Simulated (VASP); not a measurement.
Consider the following.

```xyz
6
Lattice="4.5956 0.0000 -0.6502 0.0000 5.3667 0.0000 -0.9454 0.0000 5.6776" Properties=species:S:1:pos:R:3 pbc="T T T"
Pb     0.8805     4.0539     3.5849
Pb     2.7697     1.3706     1.4425
Cl     1.4449     1.3547     4.3917
Cl     2.2053     4.0381     0.6357
F      0.4532     1.3073     1.5998
F      3.1970     3.9906     3.4276
```

Method: LDA (Ceperley-Alder, Perdew-Zunger), VASP's LDA PAW potentials (set 64) (plane waves; VASP 6.6.1). Numerical set-up: 520 eV cut-off, Gaussian smearing of 0.050 eV, potentials Pb_d Cl F.

Unless said otherwise, spin-orbit coupling is left out, though it shifts the bands of the heavy elements here.

Question: Give the energies of bands 19 to 32 at the high-symmetry points, in eV from the valence-band maximum.

Answer: 
```json
[
 {"band": "19", "Γ": "-4.37", "Z": "-4.07", "D": "-3.05", "B": "-3.94", "A": "-3.15", "E": "-2.78", "C2": "-2.89", "Y2": "-2.96"},
 {"band": "20", "Γ": "-3.96", "Z": "-4.07", "D": "-3.05", "B": "-3.71", "A": "-3.13", "E": "-2.78", "C2": "-2.89", "Y2": "-2.72"},
 {"band": "21", "Γ": "-3.03", "Z": "-2.70", "D": "-2.66", "B": "-2.73", "A": "-2.65", "E": "-2.44", "C2": "-2.40", "Y2": "-2.49"},
 {"band": "22", "Γ": "-2.84", "Z": "-2.70", "D": "-2.66", "B": "-2.72", "A": "-2.27", "E": "-2.44", "C2": "-2.40", "Y2": "-2.45"},
 {"band": "23", "Γ": "-2.32", "Z": "-1.99", "D": "-1.91", "B": "-2.47", "A": "-2.25", "E": "-1.71", "C2": "-2.13", "Y2": "-2.36"},
 {"band": "24", "Γ": "-2.03", "Z": "-1.99", "D": "-1.91", "B": "-2.23", "A": "-2.06", "E": "-1.71", "C2": "-2.13", "Y2": "-2.23"},
 {"band": "25", "Γ": "-2.02", "Z": "-1.61", "D": "-1.60", "B": "-1.89", "A": "-1.80", "E": "-1.55", "C2": "-1.68", "Y2": "-2.13"},
 {"band": "26", "Γ": "-1.91", "Z": "-1.61", "D": "-1.60", "B": "-1.74", "A": "-1.74", "E": "-1.55", "C2": "-1.68", "Y2": "-1.75"},
 {"band": "27", "Γ": "-1.39", "Z": "-1.08", "D": "-1.15", "B": "-1.45", "A": "-0.59", "E": "-0.34", "C2": "-0.26", "Y2": "-0.93"},
 {"band": "28", "Γ": "-1.27", "Z": "-1.08", "D": "-1.15", "B": "-0.67", "A": "0.00", "E": "-0.34", "C2": "-0.26", "Y2": "-0.48"},
 {"band": "29", "Γ": "4.40", "Z": "4.17", "D": "3.46", "B": "3.27", "A": "3.22", "E": "2.85", "C2": "3.44", "Y2": "3.54"},
 {"band": "30", "Γ": "4.73", "Z": "4.17", "D": "3.46", "B": "4.00", "A": "3.59", "E": "2.85", "C2": "3.44", "Y2": "4.45"},
 {"band": "31", "Γ": "4.74", "Z": "5.54", "D": "4.97", "B": "4.21", "A": "4.59", "E": "4.38", "C2": "4.84", "Y2": "4.66"},
 {"band": "32", "Γ": "5.84", "Z": "5.54", "D": "4.97", "B": "6.17", "A": "5.04", "E": "4.38", "C2": "4.84", "Y2": "4.97"}
]
```

The gap is indirect, 2.85 eV, from the valence maximum at A to the conduction minimum at E.

The structure comes from a computed database's PbClF entry (P2_1); how it stands against other phases isn't given here. It was relaxed first, which changed the volume by -15 %.
